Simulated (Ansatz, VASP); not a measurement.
One calculation of SiB2, two programs

The input INCAR:

```
  ALGO = Normal
  EDIFF = 1E-7
  EDIFFG = -0.01
  ENCUT = 600
  GGA = PE
  IBRION = 2
  ISIF = 3
  ISMEAR = 0
  IVDW = 12
  LASPH = T
  LCHARG = F
  LREAL = F
  LWAVE = F
  NELM = 60
  NSW = 100
  PREC = Accurate
  SIGMA = 0.1
```

Contents of KPOINTS:

```
k-points
0
Gamma
  18 18 14
```

The input POSCAR:

```
SiB2
1.0
    2.9547968231      0.0000000000      0.0000000000
   -1.4773984116      2.5589291119      0.0000000000
    0.0000000000      0.0000000000      3.4607515820
Si B
1 2
Direct
    0.0000000000      0.0000000000      0.0000000000
    0.3333333333      0.6666666667      0.5000000000
    0.6666666667      0.3333333333      0.5000000000
```

Input for Ansatz:

```yaml
crystal:
  lattice:
    - [2.9547968231, 0.0, 0.0]
    - [-1.4773984116, 2.5589291119, 0.0]
    - [0.0, 0.0, 3.460751582]
  atoms:
    - { symbol: Si, position: [0.0, 0.0, 0.0] }
    - { symbol: B, position: [0.3333333333, 0.6666666667, 0.5] }
    - { symbol: B, position: [0.6666666667, 0.3333333333, 0.5] }
basis:
  ecutwfc: 420
kpoints:
  mp_grid: { grid: [18, 18, 14] }
hamiltonian:
  xc: pbe
  dispersion: d3bj
scf:
  occupations: { method: gaussian, width: 0.1 }
output:
  forces: true
  stress: true
  eigenvalues: true
relax:
  adjacent_minimum: "off"
  f_tol: 0.01
  max_steps: 80
  cell: { stress_tol: 0.05 }
```

Alike in both runs: task relaxation of cell and atoms; functional PBE; dispersion D3(BJ); k mesh 18 × 18 × 14; occupations gaussian, width 0.1 eV; no spin polarisation.

```csv
,VASP,Ansatz
version,VASP 6.6.1,Ansatz 0.2.0
potentials or method,"VASP PAW PBE potentials, release 64 (Si, B)","scalar-relativistic, plane waves, PAW"
plane-wave cutoff (eV),600,420
valence electrons in the cell,10,10
```

|  | VASP | Ansatz | Ansatz less VASP |
| --- | --- | --- | --- |
| gap on the k mesh at the Fermi level, each at its own relaxed structure (eV) | none | none | - |
| relaxed volume (Å³/atom) | 8.69 | 8.69 | -0.001 |
| relaxed cell length with the largest relative difference (Å) | 3.457 | 3.457 | +0.0005 |

A gap of «none» marks a metal or a gap that the smearing closes.

Caveats: pairwise dispersion overbinds metals, which lowers pressure and volume.
